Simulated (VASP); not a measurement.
# WS2 (P6_3/mmc) in VASP: Born charges and dielectric tensor with LDA

Aim: the Born charges and dielectric tensor of WS2 with LDA.

Program: VASP 6.6.1. These are calculated values, not measurements. Logs are shortened: lines on timing, memory, paths and dates and some standing lists are left out, and cuts for length are marked.

**1. Starting point**

Symmetry: P6_3/mmc, No. 194, hexagonal system. The conventional cell has a = 3.147 Å, b = 3.147 Å, c = 12.681 Å, α = 90.00°, β = 90.00°, γ = 120.00°. W (site symmetry -6m2) has 6 S at 2.40 Å as nearest neighbours. S (site symmetry 3m) has 3 W at 2.40 Å as nearest neighbours.

The cell is a database's computed one.

**2. Born charges and dielectric tensor, LDA**

Contents of INCAR:

```
PREC = Accurate
ENCUT = 600
EDIFF = 1E-8
ISMEAR = 0
SIGMA = 0.02
LREAL = False
LASPH = True
NELM = 80
ALGO = Fast
ISIF = 2
LWAVE = False
LCHARG = False
GGA = CA
LEPSILON = True
IBRION = 8
NSW = 1
```

Contents of KPOINTS:

```
regular mesh
0
Gamma
  12 12 2
```

Contents of POSCAR:

```
WS2
1.0
    3.1468500000      0.0000000000      0.0000000000
   -1.5734200000      2.7252500000      0.0000000000
    0.0000000000      0.0000000000     12.6806900000
W S
2 4
Direct
    0.3333300000      0.6666700000      0.2500000000
    0.6666700000      0.3333300000      0.7500000000
    0.3333300000      0.6666700000      0.6263300000
    0.6666700000      0.3333300000      0.1263300000
    0.3333300000      0.6666700000      0.8736700000
    0.6666700000      0.3333300000      0.3736700000
```

Potentials or basis: VASP PAW LDA potentials, release 64 (W_sv, S).

The run is started by

```console
$ cat potpaw_LDA.64/W_sv/POTCAR potpaw_LDA.64/S/POTCAR > POTCAR
$ mpirun -np 1 vasp_std > vasp.out
```

OUTCAR:

```text
PREC = Accurate
   ENCUT = 600
   EDIFF = 1E-8
   ISMEAR = 0
   LREAL = False
   LASPH = True
   NELM = 80
   ISIF = 2
   GGA = CA
   LEPSILON = True
   IBRION = 8
   NSW = 1

 ion  position               nearest neighbor table
   1  0.333  0.667  0.250-   4 2.40   6 2.40   4 2.40   6 2.40   4 2.40   6 2.40
   2  0.667  0.333  0.750-   3 2.40   5 2.40   3 2.40   5 2.40   3 2.40   5 2.40
   3  0.333  0.667  0.626-   2 2.40   2 2.40   2 2.40
   4  0.667  0.333  0.126-   1 2.40   1 2.40   1 2.40
   5  0.333  0.667  0.874-   2 2.40   2 2.40   2 2.40
   6  0.667  0.333  0.374-   1 2.40   1 2.40   1 2.40

  LATTYP: Found a hexagonal cell.
 ALAT       =     3.1468500000
 C/A-ratio  =     4.0296455185

  Lattice vectors:

 A1 = (   3.1468500000,   0.0000000000,   0.0000000000)
 A2 = (  -1.5734200000,   2.7252500000,   0.0000000000)
 A3 = (   0.0000000000,   0.0000000000,  12.6806900000)

Analysis of symmetry for initial positions (statically):
=====================================================================
 Subroutine PRICEL returns:
 Original cell was already a primitive cell.

 Routine SETGRP: Setting up the symmetry group for a
 hexagonal supercell.

 Subroutine GETGRP returns: Found  8 space group operations
 (whereof  4 operations were pure point group operations)
 out of a pool of 24 trial point group operations.

The static configuration has the point symmetry C_2h.
 The point group associated with its full space group is D_2h.

Analysis of symmetry for dynamics (positions and initial velocities):
=====================================================================
 Subroutine PRICEL returns:
 Original cell was already a primitive cell.

 Routine SETGRP: Setting up the symmetry group for a
 hexagonal supercell.

 Subroutine GETGRP returns: Found  8 space group operations
 (whereof  4 operations were pure point group operations)
 out of a pool of 24 trial point group operations.

The dynamic configuration has the point symmetry C_2h.
 The point group associated with its full space group is D_2h.

 Subroutine INISYM returns: Found  8 space group operations
 (whereof  4 operations are pure point group operations),
 and found     1 'primitive' translations

----------------------------------------------------------------------------------------

                                     Primitive cell

  volume of cell :     108.7490

  direct lattice vectors                    reciprocal lattice vectors
     3.146850000  0.000000000  0.000000000     0.317778096  0.183468823  0.000000000
    -1.573420000  2.725250000  0.000000000     0.000000000  0.366938813  0.000000000
     0.000000000  0.000000000 12.680690000     0.000000000  0.000000000  0.078860062

  length of vectors
     3.146850000  3.146845732 12.680690000     0.366938315  0.366938813  0.078860062

[... 1067 lines left out ...]

 PIEZOELECTRIC TENSOR (including local field effects)  for field in x, y, z        (C/m^2)
          XX          YY          ZZ          XY          YZ          ZX
  --------------------------------------------------------------------------------
  x     0.00000     0.00000     0.00000     0.00000     0.00000     0.00000
  y     0.00000     0.00000     0.00000     0.00000     0.00000     0.00000
  z     0.00000     0.00000     0.00000     0.00000     0.00000     0.00000

 BORN EFFECTIVE CHARGES (including local field effects) (in |e|, cummulative output)
 ---------------------------------------------------------------------------------
 ion    1
    1    -0.65252    -0.00003     0.00000
    2    -0.00003    -0.65255    -0.00000
    3     0.00000     0.00000    -0.43011
 ion    2
    1    -0.65252    -0.00003     0.00000
    2    -0.00003    -0.65255    -0.00000
    3     0.00000     0.00000    -0.43011
 ion    3
    1     0.32626     0.00002    -0.00032
    2     0.00002     0.32628     0.00019
    3     0.00000    -0.00000     0.21506
 ion    4
    1     0.32626     0.00002     0.00032
    2     0.00002     0.32628    -0.00019
    3    -0.00000     0.00000     0.21506
 ion    5
    1     0.32626     0.00002     0.00032
    2     0.00002     0.32628    -0.00019
    3    -0.00000     0.00000     0.21506
 ion    6
    1     0.32626     0.00002    -0.00032
    2     0.00002     0.32628     0.00019
    3     0.00000    -0.00000     0.21506

 INTERNAL STRAIN TENSOR FOR ION    6 for displacements in x,y,z  (eV/Angst):
          X           Y           Z          XY          YZ          ZX
  --------------------------------------------------------------------------------
  x     0.00279     0.00026    -0.00210     3.41080    -0.01829   -14.65193
  y     3.35125    -3.35300     0.00121     0.10537   -15.81066    -0.00659
  z   -11.37654   -11.36663   -31.13556     0.00855    -0.02168    -0.14257

 SECOND DERIVATIVES (NOT SYMMETRIZED)
 ------------------------------------
               1X          1Y          1Z          2X          2Y          2Z          3X          3Y          3Z          4X          4Y          4Z          5X          5Y          5Z          6X          6Y          6Z
  1X   -21.543472    0.003880   -0.000000    0.054403   -0.002419   -0.000000    0.010668   -0.001249    0.001074   10.733866    0.000518   -0.000650    0.010668   -0.001249   -0.001074   10.733866    0.000518    0.000650
  1Y     0.003880  -21.538913    0.000000   -0.002419    0.051610    0.000000   -0.001249    0.009226   -0.000620    0.000518   10.734426    0.000375   -0.001249    0.009226    0.000620    0.000518   10.734426   -0.000375
  1Z     0.000000    0.000000  -32.506005    0.000000    0.000000    0.108969    0.000470   -0.000271   -0.017267    0.002597   -0.001499   16.215785   -0.000470    0.000271   -0.017267   -0.002597    0.001499   16.215785
  2X     0.054403   -0.002419   -0.000000  -21.543472    0.003880   -0.000000   10.733866    0.000518    0.000650    0.010668   -0.001249   -0.001074   10.733866    0.000518   -0.000650    0.010668   -0.001249    0.001074
  2Y    -0.002419    0.051610    0.000000    0.003880  -21.538913    0.000000    0.000518   10.734426   -0.000375   -0.001249    0.009226    0.000620    0.000518   10.734426    0.000375   -0.001249    0.009226   -0.000620
  2Z     0.000000    0.000000    0.108969    0.000000    0.000000  -32.506005   -0.002597    0.001499   16.215785   -0.000470    0.000271   -0.017267    0.002597   -0.001499   16.215785    0.000470   -0.000271   -0.017267
  3X     0.013435    0.000721    0.002423   10.732873   -0.001869   -0.003729  -10.434356   -0.000126   -0.000415   -0.007624   -0.000034    0.001154   -0.346038    0.000736    0.000734    0.041711    0.000573   -0.000168
  3Y     0.000721    0.014267   -0.001399   -0.001869   10.730676    0.002153   -0.000126  -10.434464    0.000239   -0.000034   -0.007664   -0.000666    0.000736   -0.345187   -0.000424    0.000573    0.042372    0.000097
  3Z    -0.002314    0.001336    0.014824    0.009417   -0.005437   16.178407   -0.000709    0.000410  -18.190294   -0.002815    0.001625    0.101616   -0.001040    0.000600    1.923324   -0.002539    0.001466   -0.027876
  4X    10.732873   -0.001869    0.003729    0.013435    0.000721   -0.002423   -0.007624   -0.000034   -0.001154  -10.434356   -0.000126    0.000415    0.041711    0.000573    0.000168   -0.346038    0.000736   -0.000734
  4Y    -0.001869   10.730676   -0.002153    0.000721    0.014267    0.001399   -0.000034   -0.007664    0.000666   -0.000126  -10.434464   -0.000239    0.000573    0.042372   -0.000097    0.000736   -0.345187    0.000424
  4Z    -0.009417    0.005437   16.178407    0.002314   -0.001336    0.014824    0.002815   -0.001625    0.101616    0.000709   -0.000410  -18.190294    0.002539   -0.001466   -0.027876    0.001040   -0.000600    1.923324
  5X     0.013435    0.000721   -0.002423   10.732873   -0.001869    0.003729   -0.346038    0.000736   -0.000734    0.041711    0.000573    0.000168  -10.434356   -0.000126    0.000415   -0.007624   -0.000034   -0.001154
  5Y     0.000721    0.014267    0.001399   -0.001869   10.730676   -0.002153    0.000736   -0.345187    0.000424    0.000573    0.042372   -0.000097   -0.000126  -10.434464   -0.000239   -0.000034   -0.007664    0.000666
  5Z     0.002314   -0.001336    0.014824   -0.009417    0.005437   16.178407    0.001040   -0.000600    1.923324    0.002539   -0.001466   -0.027876    0.000709   -0.000410  -18.190294    0.002815   -0.001625    0.101616
  6X    10.732873   -0.001869   -0.003729    0.013435    0.000721    0.002423    0.041711    0.000573   -0.000168   -0.346038    0.000736    0.000734   -0.007624   -0.000034    0.001154  -10.434356   -0.000126   -0.000415
  6Y    -0.001869   10.730676    0.002153    0.000721    0.014267   -0.001399    0.000573    0.042372    0.000097    0.000736   -0.345187   -0.000424   -0.000034   -0.007664   -0.000666   -0.000126  -10.434464    0.000239
  6Z     0.009417   -0.005437   16.178407   -0.002314    0.001336    0.014824   -0.002539    0.001466   -0.027876   -0.001040    0.000600    1.923324   -0.002815    0.001625    0.101616   -0.000709    0.000410  -18.190294

 Eigenvectors and eigenvalues of the dynamical matrix
 ----------------------------------------------------

   1 f  =   12.938578 THz    81.295485 2PiTHz  431.584518 cm-1    53.509636 meV
             X         Y         Z           dx          dy          dz
     -0.000012  1.816842  3.170173     0.000000    0.000000   -0.358323
      1.573442  0.908408  9.510518     0.000000    0.000000    0.358323
     -0.000012  1.816842  7.942297     0.000047   -0.000027   -0.431048
      1.573442  0.908408  1.601952     0.000047   -0.000027    0.431048
     -0.000012  1.816842 11.078738    -0.000047    0.000027   -0.431048
      1.573442  0.908408  4.738393    -0.000047    0.000027    0.431048
[... 145 lines left out ...]
  18 f/i=    0.001001 THz     0.006289 2PiTHz    0.033389 cm-1     0.004140 meV
             X         Y         Z           dx          dy          dz
     -0.000012  1.816842  3.170173     0.000000    0.000000    0.608819
      1.573442  0.908408  9.510518     0.000000    0.000000    0.608819
     -0.000012  1.816842  7.942297    -0.000019    0.000011    0.254302
      1.573442  0.908408  1.601952     0.000019   -0.000011    0.254302
     -0.000012  1.816842 11.078738     0.000019   -0.000011    0.254302
      1.573442  0.908408  4.738393    -0.000019    0.000011    0.254302

--------------------------------------------------------------------------------------------------------

 MACROSCOPIC STATIC DIELECTRIC TENSOR IONIC CONTRIBUTION
 ------------------------------------------------------
           0.065934     0.000012    -0.000000
           0.000012     0.065948    -0.000000
          -0.000000    -0.000000     0.019005
 ------------------------------------------------------

 ELASTIC MODULI CONTR FROM IONIC RELAXATION (kBar)
 Direction    XX          YY          ZZ          XY          YZ          ZX
 --------------------------------------------------------------------------------
 XX        -453.8578   -310.4200  -1044.2088    -53.8867     -0.0000      0.0000
 YY        -310.4200   -451.0909  -1043.8310     56.2799      0.0000     -0.0000
 ZZ       -1044.2088  -1043.8310  -2858.7748      0.3240     -0.0000      0.0000
 XY         -53.8867     56.2799      0.3240   -516.4685      0.0000      0.0000
 YZ           0.0000      0.0000     -0.0000     -0.0000  -1453.0407     -2.7541
 ZX          -0.0000      0.0000      0.0000      0.0000     -2.7541  -1252.4871
 --------------------------------------------------------------------------------

 PIEZOELECTRIC TENSOR IONIC CONTR  for field in x, y, z        (C/m^2)
          XX          YY          ZZ          XY          YZ          ZX
  --------------------------------------------------------------------------------
  x    -0.00000     0.00000    -0.00000     0.00000     0.00000     0.00000
  y    -0.00000     0.00000    -0.00000    -0.00000    -0.00000    -0.00000
  z     0.00000     0.00000    -0.00000     0.00000    -0.00000    -0.00000
```

Run time: 3.1 h. Hardware: 1 thread of AMD EPYC 7R13 (Zen 3), shared host; peak memory 1.4 GiB.

What came out:

* Band gap on the k mesh: 1.07 eV, indirect (least direct gap 1.86 eV)
* Electronic dielectric tensor (diagonal): 13.51, 13.51, 5.70
* Born charges (mean of the diagonal): W -0.58; S +0.29 e
* Highest phonon frequency at Γ, LO-TO splitting left out: 432 cm⁻¹

Levels at points of the mesh, in eV from the valence-band top:
| k point | band 22 | band 23 | band 24 | band 25 | band 26 | band 27 | band 28 | band 29 | band 30 | band 31 |
| --- | --- | --- | --- | --- | --- | --- | --- | --- | --- | --- |
| (0.00, 0.00, 0.00) | -2.08 | -2.08 | -1.61 | -1.15 | 0.00 | 2.44 | 2.44 | 2.45 | 2.45 | 2.55 |
| (0.50, 0.00, 0.00) | -2.65 | -1.76 | -1.62 | -1.54 | -1.42 | 2.42 | 2.46 | 2.70 | 2.99 | 3.20 |
| (0.50, 0.50, 0.00) | -2.65 | -1.76 | -1.62 | -1.54 | -1.42 | 2.42 | 2.46 | 2.70 | 2.99 | 3.20 |
| (0.00, 0.00, 0.50) | -2.10 | -2.10 | -2.10 | -0.33 | -0.33 | 2.44 | 2.44 | 2.44 | 2.44 | 2.62 |
| (0.50, 0.00, 0.50) | -2.74 | -1.69 | -1.69 | -1.48 | -1.48 | 2.44 | 2.44 | 2.86 | 2.86 | 3.49 |
| (0.50, 0.50, 0.50) | -2.74 | -1.69 | -1.69 | -1.48 | -1.48 | 2.44 | 2.44 | 2.86 | 2.86 | 3.49 |

Phonon frequencies in cm⁻¹ (negative: imaginary):
| q point | frequencies |
| --- | --- |
| (0.000, 0.000, 0.000) | 0 0 0 19 19 23 292 292 293 293 351 351 351 351 412 414 430 432 |

Electronic dielectric tensor:
```
13.51  0.00  0.00
 0.00 13.51  0.00
 0.00  0.00  5.70
```

Born effective charge tensors (e):
atom 1, W
```
-0.65  0.00  0.00
 0.00 -0.65  0.00
 0.00  0.00 -0.43
```
atom 2, W
```
-0.65  0.00  0.00
 0.00 -0.65  0.00
 0.00  0.00 -0.43
```
atom 3, S
```
0.33 0.00 0.00
0.00 0.33 0.00
0.00 0.00 0.22
```
atom 4, S
```
0.33 0.00 0.00
0.00 0.33 0.00
0.00 0.00 0.22
```
atom 5, S
```
0.33 0.00 0.00
0.00 0.33 0.00
0.00 0.00 0.22
```
atom 6, S
```
0.33 0.00 0.00
0.00 0.33 0.00
0.00 0.00 0.22
```

Caveat: spin-orbit coupling is left out, which moves the levels of the heavy elements. Expect the measured gap to be larger: semilocal functionals such as LDA lack the derivative discontinuity.
